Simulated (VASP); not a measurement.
Computed with PBE GGA, VASP's PBE PAW potentials (set 64) (plane waves; VASP 6.6.1).

The input files of a VASP run:

File POSCAR:
```
AlN
1.0
  1.5550000000  -2.6933390000   0.0000000000
  1.5550000000   2.6933390000   0.0000000000
  0.0000000000   0.0000000000   4.9800000000
Al N
2 2
Cartesian
  1.5550000000  -0.8977814622   2.4900000000
  1.5550000000   0.8977814622   0.0000000000
  1.5550000000  -0.8977814622   4.3923600000
  1.5550000000   0.8977814622   1.9023600000
```

**INCAR**
```
ALGO = Normal
EDIFF = 1E-3
ENCUT = 520
GGA = PE
ISIF = 2
ISMEAR = 0
LASPH = .True.
LCHARG = .False.
LREAL = .False.
LWAVE = .False.
NELM = 100
PREC = Accurate
SIGMA = 0.05
SYSTEM = AlN
```

File KPOINTS:
```
Automatic mesh
0
Gamma
9 9 5
0 0 0
```

POTCAR, in this order: Al N (PBE.64 set). Program: vasp_std.

The run wrote:

File OSZICAR:
```
       N       E                     dE             d eps       ncg     rms          rms(c)
DAV:   1     0.510239253631E+02    0.51024E+02   -0.77498E+03   864   0.120E+03
DAV:   2    -0.304420363321E+02   -0.81466E+02   -0.73925E+02  1268   0.223E+02
DAV:   3    -0.344866930708E+02   -0.40447E+01   -0.40176E+01  1132   0.530E+01
DAV:   4    -0.345231250926E+02   -0.36432E-01   -0.36423E-01   984   0.575E+00
DAV:   5    -0.345236124017E+02   -0.48731E-03   -0.48730E-03  1068   0.694E-01    0.122E+01
DAV:   6    -0.297670817440E+02    0.47565E+01   -0.16951E+01  1032   0.316E+01    0.426E+00
DAV:   7    -0.297815413296E+02   -0.14460E-01   -0.65810E-01   968   0.641E+00    0.290E+00
DAV:   8    -0.297747572443E+02    0.67841E-02   -0.77989E-02   996   0.292E+00    0.479E-01
DAV:   9    -0.297699829556E+02    0.47743E-02   -0.20603E-02  1080   0.107E+00    0.240E-01
DAV:  10    -0.297705171108E+02   -0.53416E-03   -0.20874E-03   712   0.365E-01
   1 F= -.29770517E+02 E0= -.29770517E+02  d E =-.110135E-10
```

### OUTCAR
```
------------------------ aborting loop because EDIFF is reached ----------------------------------------
  FORCE on cell =-STRESS in cart. coord.  units (eV):
  Direction    XX          YY          ZZ          XY          YZ          ZX
  --------------------------------------------------------------------------------------
  Total        0.9152635      0.9152635      0.8983351      0.0000000      0.0000000      0.0000000
  in kB       35.1541006     35.1541005     34.5039006      0.0000000      0.0000000      0.0000000
  external PRESSURE =      34.9373673 kB  Pullay stress =       0.0000000 kB
  volume of cell :       41.71
      direct lattice vectors                 reciprocal lattice vectors
     1.555000000 -2.693339000  0.000000000     0.321543408 -0.185643174  0.000000000
     1.555000000  2.693339000  0.000000000     0.321543408  0.185643174  0.000000000
     0.000000000  0.000000000  4.980000000     0.000000000  0.000000000  0.200803213
  FREE ENERGIE OF THE ION-ELECTRON SYSTEM (eV)
  ---------------------------------------------------
  free  energy   TOTEN  =       -29.7705171108 eV

  energy  without entropy=      -29.7705171108  energy(sigma->0) =      -29.77051711
```
(Selected blocks of OUTCAR.)

The compound is AlN in the wurtzite structure. The cell was not relaxed at this level. The run is one of a series of settings (EDIFF = 1E-3 against the base run), some of them coarse on purpose.
